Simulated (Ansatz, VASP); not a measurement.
# Cu (Cu(100) slab) in two plane-wave programs

Wanted: the spread between two codes on one cell, functional and k mesh. The cell is taken from a series of runs on this material, whose earlier steps may have relaxed, scaled, displaced or heated it; both programs get it as it stands.

Method: plane waves, with VASP 6.6.1 beside it; PBE, in Ansatz 0.2.0.

**1. The structure**

The cell holds 32 atoms: 32 Cu. Its edges and angles: a = 5.141 Å, b = 5.141 Å, c = 27.723 Å, α = 90.0°, β = 90.0°, γ = 90.0°. It derives from Cu. Slab of Cu cut on (1 0 0), 12.7 A thick, 2 x 2 surface cells, both faces free; (so at first; earlier steps may have moved the atoms). Lattice constants are starting values near those of PBE. Vacuum lies along c.

**2. VASP: single point, PBE**

A single point takes one fixed geometry, so differences don't come from the geometry; what else differs is listed under the comparison.

Lines of VASP's logs that name or quote its potential files are left out, and so is its time.

Contents of INCAR:

```
SYSTEM = Cu
PREC = Accurate
ENCUT = 520
EDIFF = 1E-06
NELM = 120
ISMEAR = -1
SIGMA = 0.1
LREAL = Auto
ALGO = Normal
GGA = PE
NBANDS = 204
LASPH = .TRUE.
LORBIT = 11
LWAVE = .FALSE.
LCHARG = .FALSE.
ISIF = 2
GGA_COMPAT = .FALSE.
KPAR = 4
```

Contents of POSCAR:

```
Cu
1.0
    5.1406700000      0.0000000000      0.0000000000
    0.0000000000      5.1406700000      0.0000000000
    0.0000000000      0.0000000000     27.7225000000
Cu
32
Direct
    0.2500000000      0.2500000000      0.2734700000
    0.0000000000      1.0000000000      0.3367700000
    0.2500000000      0.2500000000      0.4021800000
    0.0000000000      1.0000000000      0.4674300000
    0.2500000000      0.2500000000      0.5325700000
    0.0000000000      1.0000000000      0.5978200000
    0.2500000000      0.2500000000      0.6632300000
    0.0000000000      1.0000000000      0.7265300000
    0.2500000000      0.7500000000      0.2734700000
    0.0000000000      0.5000000000      0.3367700000
    0.2500000000      0.7500000000      0.4021800000
    0.0000000000      0.5000000000      0.4674300000
    0.2500000000      0.7500000000      0.5325700000
    0.0000000000      0.5000000000      0.5978200000
    0.2500000000      0.7500000000      0.6632300000
    0.0000000000      0.5000000000      0.7265300000
    0.7500000000      0.2500000000      0.2734700000
    0.5000000000      1.0000000000      0.3367700000
    0.7500000000      0.2500000000      0.4021800000
    0.5000000000      1.0000000000      0.4674300000
    0.7500000000      0.2500000000      0.5325700000
    0.5000000000      1.0000000000      0.5978200000
    0.7500000000      0.2500000000      0.6632300000
    0.5000000000      1.0000000000      0.7265300000
    0.7500000000      0.7500000000      0.2734700000
    0.5000000000      0.5000000000      0.3367700000
    0.7500000000      0.7500000000      0.4021800000
    0.5000000000      0.5000000000      0.4674300000
    0.7500000000      0.7500000000      0.5325700000
    0.5000000000      0.5000000000      0.5978200000
    0.7500000000      0.7500000000      0.6632300000
    0.5000000000      0.5000000000      0.7265300000
```

Contents of KPOINTS:

```
Automatic mesh
0
Gamma
7 7 1
0 0 0
```

PAW data sets: Cu (PBE family, release 64).

Started as:

```
> mpirun -np 4 vasp_std
```

Numbers of over 12 decimals in the logs are rounded to 6 here.

Log:

```text
[banner, memory and clock lines left out]
running    4 mpi-ranks, on    1 nodes
[...]
LDA part: xc-table for (Slater+PW92), standard interpolation
 POSCAR, INCAR and KPOINTS ok, starting setup
[...]
entering main loop
       N       E                     dE             d eps       ncg     rms          rms(c)
DAV:   1     0.365881011517E+04    0.36588E+04   -0.15138E+05  4080   0.252E+03
DAV:   2     0.486332205541E+03   -0.31725E+04   -0.30834E+04  4080   0.558E+02
DAV:   3    -0.990267745739E+02   -0.58536E+03   -0.54637E+03  4080   0.266E+02
DAV:   4    -0.140120246383E+03   -0.41093E+02   -0.38828E+02  4400   0.948E+01
[...]
DAV:  24    -0.114712783970E+03   -0.30630E-04   -0.21573E-06  2704   0.835E-03    0.184E-03
DAV:  25    -0.114712787633E+03   -0.36635E-05   -0.75003E-07  2528   0.719E-03    0.766E-04
DAV:  26    -0.114712788483E+03   -0.85009E-06   -0.11402E-07  2432   0.240E-03
   1 F= -.11471279E+03 E0= -.11454316E+03  d E =-.339255E+00
```

OUTCAR, selected parts (step 2):

```text
  Total       -3.2270316     -3.2270316      1.3736396      0.0000000      0.0000000      0.0000000
  in kB       -7.0573549     -7.0573549      3.0040802      0.0000000      0.0000000      0.0000000
  external PRESSURE =      -3.7035432 kB  Pullay stress =       0.0000000 kB

 POSITION                                       TOTAL-FORCE (eV/Angst)
 -----------------------------------------------------------------------------------
      1.28517      1.28517      7.58127         0.000000     -0.000000     -0.026805
      0.00000      0.00000      9.33611        -0.000000      0.000000     -0.008648
      1.28517      1.28517     11.14944        -0.000000      0.000000      0.008411
      0.00000      0.00000     12.95833         0.000000     -0.000000     -0.005271
      1.28517      1.28517     14.76417         0.000000      0.000000      0.005271
      0.00000      0.00000     16.57306         0.000000     -0.000000     -0.008411
      1.28517      1.28517     18.38639         0.000000      0.000000      0.008648
      0.00000      0.00000     20.14123        -0.000000     -0.000000      0.026805
      1.28517      3.85550      7.58127         0.000000      0.000000     -0.026805
      0.00000      2.57034      9.33611         0.000000     -0.000000     -0.008648
      1.28517      3.85550     11.14944        -0.000000      0.000000      0.008411
      0.00000      2.57034     12.95833        -0.000000      0.000000     -0.005271
      1.28517      3.85550     14.76417         0.000000     -0.000000      0.005271
      0.00000      2.57034     16.57306         0.000000     -0.000000     -0.008411
[...]
-----------------------------------------------------------------------------------
    total drift:                               -0.000000      0.000000     -0.000000

  FREE ENERGIE OF THE ION-ELECTRON SYSTEM (eV)
  ---------------------------------------------------
  free  energy   TOTEN  =      -114.7127884832 eV

  energy  without entropy=     -114.3735335567  energy(sigma->0) =     -114.54316102

[... 3 further parts left out ...]
[key lines of the parts left out:]
E-fermi :   1.7558
```

**3. Ansatz: single point, PBE**

Ansatz runs on its default PAW (the set named soft_2) files.

The same cell, functional, mesh and smearing now go to Ansatz, which takes its cutoff from its data sets.

Contents of input.yaml:

```yaml
crystal:
  lattice:
    - [5.14067, 0.0, 0.0]
    - [0.0, 5.14067, 0.0]
    - [0.0, 0.0, 27.7225]
  atoms:
    - { symbol: Cu, position: [0.25, 0.25, 0.27347] }
    - { symbol: Cu, position: [0.0, 1.0, 0.33677] }
    - { symbol: Cu, position: [0.25, 0.25, 0.40218] }
    - { symbol: Cu, position: [1.0, 1.0, 0.46743] }
    - { symbol: Cu, position: [0.25, 0.25, 0.53257] }
    - { symbol: Cu, position: [1.0, 1.0, 0.59782] }
    - { symbol: Cu, position: [0.25, 0.25, 0.66323] }
    - { symbol: Cu, position: [1.0, 0.0, 0.72653] }
    - { symbol: Cu, position: [0.25, 0.75, 0.27347] }
    - { symbol: Cu, position: [0.0, 0.5, 0.33677] }
    - { symbol: Cu, position: [0.25, 0.75, 0.40218] }
    - { symbol: Cu, position: [1.0, 0.5, 0.46743] }
    - { symbol: Cu, position: [0.25, 0.75, 0.53257] }
    - { symbol: Cu, position: [0.0, 0.5, 0.59782] }
    - { symbol: Cu, position: [0.25, 0.75, 0.66323] }
    - { symbol: Cu, position: [1.0, 0.5, 0.72653] }
    - { symbol: Cu, position: [0.75, 0.25, 0.27347] }
    - { symbol: Cu, position: [0.5, 1.0, 0.33677] }
    - { symbol: Cu, position: [0.75, 0.25, 0.40218] }
    - { symbol: Cu, position: [0.5, 1.0, 0.46743] }
    - { symbol: Cu, position: [0.75, 0.25, 0.53257] }
    - { symbol: Cu, position: [0.5, 1.0, 0.59782] }
    - { symbol: Cu, position: [0.75, 0.25, 0.66323] }
    - { symbol: Cu, position: [0.5, 0.0, 0.72653] }
    - { symbol: Cu, position: [0.75, 0.75, 0.27347] }
    - { symbol: Cu, position: [0.5, 0.5, 0.33677] }
    - { symbol: Cu, position: [0.75, 0.75, 0.40218] }
    - { symbol: Cu, position: [0.5, 0.5, 0.46743] }
    - { symbol: Cu, position: [0.75, 0.75, 0.53257] }
    - { symbol: Cu, position: [0.5, 0.5, 0.59782] }
    - { symbol: Cu, position: [0.75, 0.75, 0.66323] }
    - { symbol: Cu, position: [0.5, 0.5, 0.72653] }
kpoints:
  mp_grid: { grid: [7, 7, 1] }
hamiltonian:
  xc: pbe
scf:
  occupations: { method: fermi_dirac, width: 0.1 }
output:
  forces: true
  populations: true
  dos:
    method: { smearing: { sigma: 0.08 } }
    de: 0.1
    projected: { site_lists: { Cu: [Cu] } }
  eigenvalues: true
  write_density: true
  write_potential: true
  volumetric_format: npy
```

Started as:

```
> ansatz run input.yaml --threads 5 --pin off --max-ram 81920MiB --backend cuda --events-out ev --progress --plain --runs-dir out
```

Log:

```text
Engine: ansatz 0.2.0, x86_64-unknown-linux-gnu
Pseudopotentials: kind: paw
Pseudopotential: Cu, paw, valence charge 19, recommended cutoff 420 eV (normal), Cu.paw.azcp
Functional definition: PBE
  parameter kappa = 0.804
  parameter beta = 0.066725
  exchange = pbe_x(kappa = kappa, mu = beta*pi^2/3)
  correlation = pbe_c(beta = beta)
device memory: the entry about to start is reckoned to put 16.1 GiB on a device that reports 78.6 GiB free
GPU FFT provider: cuFFT
GPU libraries: cuBLAS 13.8.2, cuFFT 12.4.0, cuSOLVER 12.3.4
Crystal: 32 atoms, lattice volume = 732.608 Å³
Basis set: ecut = 420 eV, 14317 PW (Γ), exchange–correlation on 72×72×384 points (8 copies of the dense FFT grid, shifted against one another)
Bands: 365, of which v1, the nominal top of the filled ones, is band 304 counted from 1 (303 counted from 0)
Symmetry: 64 space group operations
Space group: P4/nmm (ITA 129), of the structure as read, at distance tolerance 9.0e-5 Å
k-points: 10 of 49
Non-local potential: Cu, projectors of the file, l = 0: 3, l = 1: 2, l = 2: 3, l = 3: 1
PAW form: soft (Blöchl's): semilocal exchange-correlation on the pseudo side does not see the compensation charge
PAW one-centre angular grid: Cu, 590 points (default); XC on 64 Gauss nodes
Initial density: superposition of atomic densities (neutral atoms: chi_scale 0, normalization atom), corrected by the library's trained network
Initial wavefunctions: pseudopotential atomic-orbital guess
GPU buffer pool allocated for 248832 grid points (all kernels)
GPU transforms: local potential and band sums: pruned to the plane-wave sphere, on 36×36×192
Functional: x = pbe(κ = 0.804, μ = 0.219515), c = pbe(β = 0.066725)
SCF iter   1: F=—  HF=-212000.841187 eV  |F-HF|=—  |Δ(HF+E_count)|=         —  Δρ=2.40e-3  dr2=3.36e-1  ethr=1.77e-3  ⟨swp⟩=6.0  Hψ=14154  notcnv=0  defer=112
preconditioner: auto → LDOS  [metal: Δε(μ)=0.056 eV  Ē_g=8.668 eV  σ=0.100 eV  W_gap=0.14  n_scr=210 (ndim 8)  ℏωp=25.7 eV  f_vac=0.453  D(μ)=10.62/eV (n_scr^D=50)  β→1.0]
SCF iter   2: F=—  HF=-212000.844265 eV  |F-HF|=—  |Δ(HF+E_count)|=   3.08e-3  Δρ=2.17e-3  dr2=2.40e-2  ethr=5.53e-5  ⟨swp⟩=2.0  Hψ=5858  notcnv=0  defer=333
SCF iter   3: F=—  HF=-212000.853449 eV  |F-HF|=—  |Δ(HF+E_count)|=   9.18e-3  Δρ=2.17e-3  dr2=2.04e-2  ethr=3.95e-6  ⟨swp⟩=2.3  Hψ=6134  notcnv=0  defer=333
SCF iter   4: F=—  HF=-212000.856397 eV  |F-HF|=—  |Δ(HF+E_count)|=   2.95e-3  Δρ=2.85e-4  dr2=7.62e-4  ethr=3.36e-6  ⟨swp⟩=2.0  Hψ=4906  notcnv=0  defer=333
SCF iter   5: F=—  HF=-212000.841730 eV  |F-HF|=—  |Δ(HF+E_count)|=   1.47e-2  Δρ=1.61e-4  dr2=1.61e-4  ethr=1.25e-7  ⟨swp⟩=3.0  Hψ=5643  notcnv=0  defer=333
SCF iter   6: F=—  HF=-212000.841703 eV  |F-HF|=—  |Δ(HF+E_count)|=   2.71e-5  Δρ=5.21e-5  dr2=1.70e-5  ethr=2.65e-8  ⟨swp⟩=2.0  Hψ=5187  notcnv=0  defer=333
SCF iter   7: F=—  HF=-212000.848343 eV  |F-HF|=—  |Δ(HF+E_count)|=   6.64e-3  Δρ=2.15e-5  dr2=2.87e-6  ethr=2.80e-9  ⟨swp⟩=2.5  Hψ=5138  notcnv=0  defer=333
SCF iter   8: F=—  HF=-212000.848343 eV  |F-HF|=—  |Δ(HF+E_count)|=   2.91e-7  Δρ=1.49e-5  dr2=1.20e-6  ethr=4.71e-10  ⟨swp⟩=2.7  Hψ=5524  notcnv=0  defer=333
SCF iter   9: F=-212000.848343 eV  HF=-212000.848343 eV  |F-HF|=2.23e-7  |Δ(HF+E_count)|=   2.68e-7  Δρ=3.36e-6  dr2=9.37e-8  ethr=1.64e-11  ⟨swp⟩=20.0  Hψ=39960  notcnv=0
SCF 1 converged in 9 iterations: F = -212000.848343 eV  dr2 = 9.37e-8
  greatest PAW one-centre occupation: 1.000 electrons in one spin orbital (limit 2), on the Cu atom at site 31 (counted from 0), in its partial waves of l = 0
[...]
k-point 2: bands = [... 300 lower, 6.3937, 6.5672, 6.5672, 6.6286, 6.8062, 6.8062, 7.1136, 7.2380, ... 57 higher]
  k-point 9: bands = [... 300 lower, 5.5379, 5.7250, 5.7250, 6.0136, 6.2247, 6.5305, 6.5305, 7.0509, ... 57 higher]
--- Löwdin populations: 32 sites ---
  site symbol       q [e]
     0     Cu     18.8842
     1     Cu     18.8293
     2     Cu     18.8340
     3     Cu     18.8379
     4     Cu     18.8379
     5     Cu     18.8340
     6     Cu     18.8293
     7     Cu     18.8842
     8     Cu     18.8842
     9     Cu     18.8293
    10     Cu     18.8340
    11     Cu     18.8379
    12     Cu     18.8379
    13     Cu     18.8340
    14     Cu     18.8293
    15     Cu     18.8842
    16     Cu     18.8842
    17     Cu     18.8293
    18     Cu     18.8340
    19     Cu     18.8379
    20     Cu     18.8379
    21     Cu     18.8340
    22     Cu     18.8293
    23     Cu     18.8842
    24     Cu     18.8842
    25     Cu     18.8293
    26     Cu     18.8340
    27     Cu     18.8379
    28     Cu     18.8379
    29     Cu     18.8340
    30     Cu     18.8293
    31     Cu     18.8842
  spilling = 0.008088 (of n_electrons = 608.000000)
```

The column dr2 measures how far the density is from self-consistency, as an energy; F and HF (Harris–Foulkes) agree once it is small.

**4. Side by side**

Known differences besides the potentials themselves: the data sets hold 608 valence electrons in Ansatz (on its default PAW (the set named soft_2) files) and 352 in VASP; the cutoff is 420 eV in Ansatz and 520 eV in VASP (PREC = Accurate, projectors in real space). Total energies have different zeros and are not compared.

The largest component of a force difference here is 24 meV/Å. Where the cell holds vacuum, a pressure given here is an average over it and none of the material.

**5. Outcome**

```yaml
r_m_s_force_difference_single_point_pbe: 7.1 meV/Å
```

What this shows: The r.m.s. force difference is 7.1 meV/Å (single point, PBE), within the 12 meV/Å picked in this series as the mark of a large difference. The data sets hold unlike numbers of valence electrons (608 in Ansatz and 352 in VASP), so part of the differences may come from the potentials. Such differences can come from data sets, numerical settings and the points named under the comparisons, not from the functional's error against experiment.

[Lines on the potential files, build, host, timing and source positions are cut from VASP's logs without a mark.]

[Logs are printed without paths, hosts, clocks, repeated set-up lines and the standing remarks that a program may print on its own settings, such as how far it seeks lower states.]

[Hosts, paths, dates, database ids (printed as entryN), source tags and the programs' standing remarks are cut or masked in the printed files.]
